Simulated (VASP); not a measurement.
Calculation: LDA (Ceperley-Alder, Perdew-Zunger), VASP's LDA PAW potentials (set 64) (plane waves; VASP).

Input for VASP

POSCAR:
```
GaAu
1
    6.1416600000     0.0000000000     0.0000000000
    0.0000000000     3.3525800000     0.0000000000
    0.0000000000     0.0000000000     6.2690600000
Au Ga
4 4
Direct
  0.9900000000   0.7500000000   0.1840000000
  0.0100000000   0.2500000000   0.8160000000
  0.5100000000   0.2500000000   0.6840000000
  0.4900000000   0.7500000000   0.3160000000
  0.8050000000   0.7500000000   0.5900000000
  0.1950000000   0.2500000000   0.4100000000
  0.6950000000   0.2500000000   0.0900000000
  0.3050000000   0.7500000000   0.9100000000
```

### INCAR
```
SYSTEM = GaAu
PREC = Accurate
ENCUT = 300
EDIFF = 1E-6
NELM = 100
ALGO = Normal
LREAL = .FALSE.
LASPH = .TRUE.
ISMEAR = 0
SIGMA = 0.1
LMAXMIX = 6
LWAVE = .FALSE.
LCHARG = .FALSE.
ISIF = 2
```

### KPOINTS
```
Automatic mesh
0
Gamma
3 5 3
0 0 0
```

POTCAR, in this order: Au Ga_d (LDA.64 set). Program: vasp_std.

At this cut-off the stress carries a Pulay error, which pulls relaxed volumes low. Unless said otherwise, spin-orbit coupling is left out, though it shifts the bands of the heavy elements here.

### Question
Predict the energy per atom (σ→0), pressure, largest force, band gap (on the k-mesh).

### Answer

- energy per atom (σ→0) = -4.213 eV/atom
- band gap (on the k-mesh) = none (metal, semimetal or under 0.01 eV)
- pressure = 8.86 GPa
- largest force = 1.065 eV/Å

### OSZICAR
```
...
DAV:   7    -0.337756981553E+02    0.14312E+00   -0.60988E-01  1704   0.696E+00    0.623E+00
DAV:   8    -0.337136040421E+02    0.62094E-01   -0.87259E-02  1846   0.164E+00    0.490E-01
DAV:   9    -0.337125579084E+02    0.10461E-02   -0.16402E-02  1518   0.136E+00    0.150E-01
DAV:  10    -0.337125886525E+02   -0.30744E-04   -0.15024E-03  1839   0.240E-01    0.641E-02
DAV:  11    -0.337125945326E+02   -0.58801E-05   -0.89000E-05  1640   0.493E-02    0.134E-02
DAV:  12    -0.337125936304E+02    0.90214E-06   -0.11507E-05  1528   0.173E-02    0.562E-03
DAV:  13    -0.337125934370E+02    0.19347E-06   -0.13725E-06   943   0.733E-03
   1 F= -.33712593E+02 E0= -.33703227E+02  d E =-.187338E-01
```

The structure comes from a measured GaAu entry of the Crystallography Open Database, whose conditions weren't checked. The cell was not relaxed at this level, and its volume differs by -5.9 % from the start's. The k-mesh is coarse (spacing up to 0.37 per Å, 2π included), so the numbers may not be converged in it.
